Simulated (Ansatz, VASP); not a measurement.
**Cross-check of Al4Pd (Al-Pd truncated octahedron of 55 atoms (core-shell)) between VASP and Ansatz**

One calculation is typed for both programs; each brings its own data sets and cutoff. How far apart do they land? The cell is taken from a series of runs on this material, whose earlier steps may have relaxed, scaled, displaced or heated it; both programs get it as it stands.

Method: plane waves, with VASP 6.6.1 beside it; single point at PBE, in Ansatz 0.2.0.

### 1. Set-up

The cell holds 55 atoms: 44 Al and 11 Pd. Cell: a = 17.100 Å, b = 17.100 Å, c = 17.100 Å, α = 90.0°, β = 90.0°, γ = 90.0°. It derives from Al (fcc). Truncated octahedron of 55 atoms at a = 4.05 A, the 11 innermost atoms Pd; (so at first; earlier steps may have moved the atoms), displaced by a Gaussian of 0.02 A. Vacuum lies along a, b and c.

### 2. Ansatz: single point, PBE

Ansatz runs on its default PAW (the set named soft_2) files.

With cell and atoms fixed, the geometry can't cause a difference; cores, projectors, grids and the points listed under the comparison can.

input.yaml reads:

```yaml
crystal:
  lattice:
    - [17.1, 0.0, 0.0]
    - [0.0, 17.1, 0.0]
    - [0.0, 0.0, 17.1]
  atoms:
    - { symbol: Al, position: [0.27109, 0.39625, 0.39342] }
    - { symbol: Al, position: [0.39329, 0.28617, 0.37842] }
    - { symbol: Al, position: [0.35303, 0.40488, 0.24925] }
    - { symbol: Al, position: [0.28156, 0.25975, 0.49028] }
    - { symbol: Al, position: [0.25558, 0.36115, 0.60343] }
    - { symbol: Al, position: [0.38545, 0.28248, 0.61613] }
    - { symbol: Pd, position: [0.38595, 0.37603, 0.50342] }
    - { symbol: Al, position: [0.34288, 0.39396, 0.7336] }
    - { symbol: Al, position: [0.23409, 0.50738, 0.27855] }
    - { symbol: Al, position: [0.28472, 0.59936, 0.40323] }
    - { symbol: Pd, position: [0.38574, 0.48756, 0.38548] }
    - { symbol: Al, position: [0.36938, 0.60125, 0.27476] }
    - { symbol: Al, position: [0.26468, 0.49721, 0.52388] }
    - { symbol: Al, position: [0.2642, 0.64071, 0.60511] }
    - { symbol: Pd, position: [0.38376, 0.50249, 0.63431] }
    - { symbol: Pd, position: [0.3847, 0.6103, 0.50751] }
    - { symbol: Al, position: [0.23162, 0.50262, 0.67679] }
    - { symbol: Al, position: [0.38321, 0.61474, 0.71319] }
    - { symbol: Al, position: [0.35863, 0.72735, 0.3738] }
    - { symbol: Al, position: [0.29109, 0.75965, 0.51582] }
    - { symbol: Al, position: [0.41316, 0.72421, 0.61436] }
    - { symbol: Al, position: [0.476, 0.29437, 0.24373] }
    - { symbol: Pd, position: [0.50708, 0.37701, 0.38279] }
    - { symbol: Al, position: [0.62474, 0.27592, 0.36889] }
    - { symbol: Al, position: [0.61324, 0.38337, 0.2566] }
    - { symbol: Al, position: [0.5271, 0.28692, 0.50159] }
    - { symbol: Pd, position: [0.50381, 0.37851, 0.62648] }
    - { symbol: Al, position: [0.62095, 0.28672, 0.62894] }
    - { symbol: Pd, position: [0.62931, 0.39575, 0.49507] }
    - { symbol: Al, position: [0.49991, 0.33969, 0.79073] }
    - { symbol: Al, position: [0.6445, 0.39936, 0.76304] }
    - { symbol: Al, position: [0.49428, 0.49303, 0.27021] }
    - { symbol: Pd, position: [0.49139, 0.61751, 0.37942] }
    - { symbol: Pd, position: [0.61726, 0.50304, 0.3799] }
    - { symbol: Al, position: [0.60114, 0.62208, 0.27397] }
    - { symbol: Pd, position: [0.49615, 0.4938, 0.50052] }
    - { symbol: Pd, position: [0.52021, 0.60145, 0.61235] }
    - { symbol: Al, position: [0.60619, 0.47871, 0.61342] }
    - { symbol: Al, position: [0.59077, 0.60446, 0.48372] }
    - { symbol: Al, position: [0.48644, 0.48569, 0.73971] }
    - { symbol: Al, position: [0.60023, 0.59098, 0.74544] }
    - { symbol: Al, position: [0.48838, 0.75519, 0.30505] }
    - { symbol: Al, position: [0.62284, 0.73295, 0.3805] }
    - { symbol: Al, position: [0.48234, 0.73649, 0.46807] }
    - { symbol: Al, position: [0.57814, 0.74235, 0.60143] }
    - { symbol: Al, position: [0.51951, 0.71698, 0.73489] }
    - { symbol: Al, position: [0.73315, 0.41291, 0.36195] }
    - { symbol: Al, position: [0.73878, 0.29551, 0.47761] }
    - { symbol: Al, position: [0.75255, 0.3661, 0.60919] }
    - { symbol: Al, position: [0.70022, 0.51144, 0.23785] }
    - { symbol: Al, position: [0.73442, 0.58496, 0.37125] }
    - { symbol: Al, position: [0.75143, 0.48625, 0.49856] }
    - { symbol: Al, position: [0.69993, 0.62562, 0.62821] }
    - { symbol: Al, position: [0.75807, 0.49576, 0.70511] }
    - { symbol: Al, position: [0.74053, 0.70026, 0.48868] }
kpoints:
  mp_grid: { grid: [1, 1, 1] }
hamiltonian:
  xc: pbe
scf:
  occupations: { method: fermi_dirac, width: 0.1 }
output:
  forces: true
  populations: true
  dos:
    method: { smearing: { sigma: 0.15 } }
    de: 0.1
    projected:
      site_lists:
        Al: [Al]
        Pd: [Pd]
        shell: [0, 1, 2, 3, 4, 5, 7, 8, 9, 11, 12, 13, 16, 17, 18, 19, 20, 21, 23, 24, 25, 27, 29, 30, 31, 34, 37, 38, 39, 40, 41, 42, 43, 44, 45, 46, 47, 48, 49, 50, 51, 52, 53, 54]
        core: [6, 10, 14, 15, 22, 26, 28, 32, 33, 35, 36]
  eigenvalues: true
  write_density: true
  write_potential: true
  volumetric_format: npy
```

Launch:

```sh
$ ansatz run input.yaml --threads 4 --pin off --max-ram 8192MiB --backend cpu --events-out ev --progress --plain --runs-dir out
```

Numbers of over 12 decimals in the logs are rounded to 6 here.

The log of the run:

```text
Engine: ansatz 0.2.0, aarch64-unknown-linux-gnu
Pseudopotentials: kind: paw
Pseudopotential: Al, paw, valence charge 3, recommended cutoff 420 eV (normal), Al.paw.azcp
Pseudopotential: Pd, paw, valence charge 18, recommended cutoff 420 eV (normal), Pd.paw.azcp
Functional definition: PBE
  parameter kappa = 0.804
  parameter beta = 0.066725
  exchange = pbe_x(kappa = kappa, mu = beta*pi^2/3)
  correlation = pbe_c(beta = beta)
Crystal: 55 atoms, lattice volume = 5000.211 Å³
Basis set: ecut = 420 eV, 97569 PW (Γ), exchange–correlation on 240×240×240 points (8 copies of the dense FFT grid, shifted against one another)
Bands: 220, of which v1, the nominal top of the filled ones, is band 165 counted from 1 (164 counted from 0)
Symmetry: 1 space group operations
Space group: P1 (ITA 1), of the structure as read, at distance tolerance 1.7e-4 Å
k-points: 1
Non-local potential: Al, projectors of the file, l = 0: 2, l = 1: 2, l = 2: 1
Non-local potential: Pd, projectors of the file, l = 0: 2, l = 1: 2, l = 2: 2, l = 3: 1
PAW form: soft (Blöchl's): semilocal exchange-correlation on the pseudo side does not see the compensation charge
PAW one-centre angular grid: Al, 110 points (default); XC on 64 Gauss nodes
PAW one-centre angular grid: Pd, 590 points (default); XC on 64 Gauss nodes
Initial density: superposition of atomic densities (neutral atoms: chi_scale 0, normalization atom), corrected by the library's trained network
Initial wavefunctions: pseudopotential atomic-orbital guess
Functional: x = pbe(κ = 0.804, μ = 0.219515), c = pbe(β = 0.066725)
SCF iter   1: F=—  HF=-100331.170573 eV  |F-HF|=—  |Δ(HF+E_count)|=         —  Δρ=2.68e-3  dr2=1.04e0  ethr=1.77e-3  ⟨swp⟩=9.0  Hψ=1098  notcnv=0  defer=5
preconditioner: auto → LDOS  [metal: Δε(μ)=0.176 eV  Ē_g=5.384 eV  σ=0.100 eV  W_gap=0.36  n_scr=460 (ndim 8)  ℏωp=8.2 eV  f_vac=0.664  D(μ)=19.77/eV (n_scr^D=56)  β→1.0]
SCF iter   2: F=—  HF=-100331.165631 eV  |F-HF|=—  |Δ(HF+E_count)|=   4.94e-3  Δρ=2.33e-3  dr2=6.29e-1  ethr=3.15e-4  ⟨swp⟩=2.0  Hψ=419  notcnv=0  defer=10
SCF iter   3: F=—  HF=-100331.118966 eV  |F-HF|=—  |Δ(HF+E_count)|=   4.67e-2  Δρ=9.83e-4  dr2=7.25e-2  ethr=1.91e-4  ⟨swp⟩=2.0  Hψ=358  notcnv=0  defer=10
SCF iter   4: F=—  HF=-100331.110892 eV  |F-HF|=—  |Δ(HF+E_count)|=   8.07e-3  Δρ=2.01e-4  dr2=3.27e-3  ethr=2.20e-5  ⟨swp⟩=2.0  Hψ=354  notcnv=0  defer=10
SCF iter   5: F=—  HF=-100331.110935 eV  |F-HF|=—  |Δ(HF+E_count)|=   4.31e-5  Δρ=7.49e-5  dr2=4.13e-4  ethr=9.91e-7  ⟨swp⟩=3.0  Hψ=385  notcnv=0  defer=10
SCF iter   6: F=—  HF=-100331.111022 eV  |F-HF|=—  |Δ(HF+E_count)|=   8.64e-5  Δρ=2.31e-5  dr2=4.02e-5  ethr=1.25e-7  ⟨swp⟩=2.0  Hψ=354  notcnv=0  defer=10
SCF iter   7: F=—  HF=-100331.111081 eV  |F-HF|=—  |Δ(HF+E_count)|=   5.90e-5  Δρ=1.03e-5  dr2=7.40e-6  ethr=1.22e-8  ⟨swp⟩=2.0  Hψ=335  notcnv=0  defer=10
SCF iter   8: F=—  HF=-100331.111085 eV  |F-HF|=—  |Δ(HF+E_count)|=   4.60e-6  Δρ=3.43e-6  dr2=8.16e-7  ethr=2.24e-9  ⟨swp⟩=2.0  Hψ=328  notcnv=0  defer=10
SCF iter   9: F=—  HF=-100331.111086 eV  |F-HF|=—  |Δ(HF+E_count)|=   8.64e-7  Δρ=1.37e-6  dr2=1.42e-7  ethr=2.47e-10  ⟨swp⟩=2.0  Hψ=344  notcnv=0  defer=10
SCF iter  10: F=-100331.111086 eV  HF=-100331.111086 eV  |F-HF|=4.48e-8  |Δ(HF+E_count)|=   1.56e-7  Δρ=5.64e-7  dr2=2.09e-8  ethr=3.03e-11  ⟨swp⟩=30.0  Hψ=1841  notcnv=0
SCF 1 converged in 10 iterations: F = -100331.111086 eV  dr2 = 2.09e-8
  greatest PAW one-centre occupation: 0.999 electrons in one spin orbital (limit 2), on the Pd atom at site 35 (counted from 0), in its partial waves of l = 0
WARN: The output density's exchange-correlation potential varies sharply where the density is thin. Do not read a vacuum level from v_tot or v_xc, or from such a field of the output density. On a cell that repeats whose density bears no net charge and no dipole along the vacuum's axis use v_es (v_loc + v_h of the components); under efield.dipole_correction with no amplitude use v_es + v_field, which holds any externa [...]
SCF converged after 10 iterations
Free energy (F): -100331.111086 eV
Harris-Foulkes:  -100331.111086 eV  (|F-HF|=4.48e-8)
Internal energy: -100330.418785 eV  (E = F + TS)
E sigma→0 (E₀):  -100330.764936 eV
Entropy (-TS):   -0.692301 eV (-12.587 meV/atom)
Fermi energy:    -1.786227 eV
--- Per-component energies (eV) ---
  E_band       = -6586.588967
  E_kinetic    = 6551.878041
  E_local      = -179705.635608  (includes V_loc(G=0)·N_el)
  E_nonlocal   = 2856.685102
  E_hartree    = 85506.255367
  E_xc         = -3538.914322
  E_vxc        = -3513.157276  (∫ρ·V_xc dr)
  E_paw        = -61814.336731  (= ΣΔE_a)
  E_vpaw       = -3788.881241  (= ΣTr[D̂ρ^β])
  E_aug_tail   = 0.002130  (compensation charges beyond the density's cutoff)
  E_ewald      = 49813.647236
  E_smearing   = -0.692301  (= −TS)
  E_closure    = 0.000000  (closes the sum)
  Σ components = -100331.111086   (vs F -100331.111086, Δ=0.00e0)
--- Forces (eV/Å), atoms counted from 1 ---
  atom   1  Al    -0.21539819    -0.03351243     0.15812980
  atom   2  Al    -0.35387636     0.19291982     0.13729613
  atom   3  Al     0.32594791     0.16841635     0.49605297
  atom   4  Al     0.04287931    -0.13029874    -0.25129260
  atom   5  Al    -0.31144850     0.24953725    -0.04045952
  atom   6  Al     0.39553971    -0.10250349     0.29145464
  atom   7  Pd     0.20670434     0.42815751     0.20878064
  atom   8  Al     0.57963969    -0.00704784    -0.14037459
  atom   9  Al     0.29524145     0.01384092     0.22714773
  atom  10  Al    -0.56068497    -0.48621921     0.27279754
  atom  11  Pd     0.04582103     0.29769358    -0.44850958
  atom  12  Al     0.26817037    -0.29452282    -0.21820369
  atom  13  Al     0.69841235    -0.06296802    -0.47344003
  atom  14  Al     0.12735302    -0.36417956     0.10322504
  atom  15  Pd     0.01884008    -0.99442765    -0.75192106
  atom  16  Pd    -0.18538217     0.13886473     0.18996667
  atom  17  Al     0.15658075     0.03238896     0.23680831
  atom  18  Al     0.27013651     0.36620773     0.57628894
  atom  19  Al    -0.26943123     0.23111239     0.20863183
  atom  20  Al     0.44827331    -0.02215976    -0.43501727
  atom  21  Al     0.13377527     0.19081301    -0.59082248
  atom  22  Al     0.20785363     0.66064487     0.04296997
  atom  23  Pd     0.26663833    -0.16002141    -0.18500317
  atom  24  Al     0.04512454     0.36808860     0.27505117
[...]
atom  48  Al     0.11398434    -0.14056567    -0.36658797
  atom  49  Al    -0.11412816     0.38224918     0.30277761
  atom  50  Al     0.04402285    -0.13812413    -0.43944675
  atom  51  Al     0.34442615     0.52130030     0.29771239
  atom  52  Al    -0.26892802     0.43853193     0.47795753
  atom  53  Al    -0.35762427     0.02182053    -0.52906138
  atom  54  Al    -0.38999380     0.09786928    -0.17187097
  atom  55  Al    -0.37319245    -0.40664642     0.10166728
  max |Σ_I F_I| component: 2.05e-5 eV/Å
--- Band table (eV) ---
  k-point 0: bands = [... 161 lower, -2.0263, -1.9965, -1.9399, -1.8767, -1.7924, -1.6209, -1.3913, -1.3736, ... 51 higher]
--- Löwdin populations: 55 sites ---
  site symbol       q [e]
     0     Al      3.0869
     1     Al      3.1195
     2     Al      2.9494
     3     Al      3.0129
     4     Al      2.9747
     5     Al      3.0882
     6     Pd     17.3634
     7     Al      2.9925
     8     Al      2.9510
     9     Al      3.1137
    10     Pd     17.3571
    11     Al      3.0035
    12     Al      3.2674
    13     Al      3.0357
    14     Pd     17.3701
    15     Pd     17.3534
    16     Al      2.9845
    17     Al      3.0478
    18     Al      3.0698
    19     Al      2.9266
    20     Al      3.0905
    21     Al      2.9604
    22     Pd     17.3752
    23     Al      3.0276
[...]
47     Al      2.9637
    48     Al      3.0415
    49     Al      3.0030
    50     Al      2.9817
    51     Al      2.9849
    52     Al      3.0296
    53     Al      2.9587
    54     Al      2.9568
  spilling = 0.013720 (of n_electrons = 330.000000)
```

Reading the cycles: dr2 is the Hartree energy of the density residual (eV), the measure of convergence; HF is the Harris–Foulkes estimate of the energy, which meets the free energy F at convergence.

[end of part 1 of 2]

[Lines on the potential files, build, host, timing and source positions are cut from VASP's logs without a mark.]

[Logs are printed without paths, hosts, clocks, repeated set-up lines and the standing remarks that a program may print on its own settings, such as how far it seeks lower states.]

[Hosts, paths, dates, database ids (printed as entryN), source tags and the programs' standing remarks are cut or masked in the printed files.]
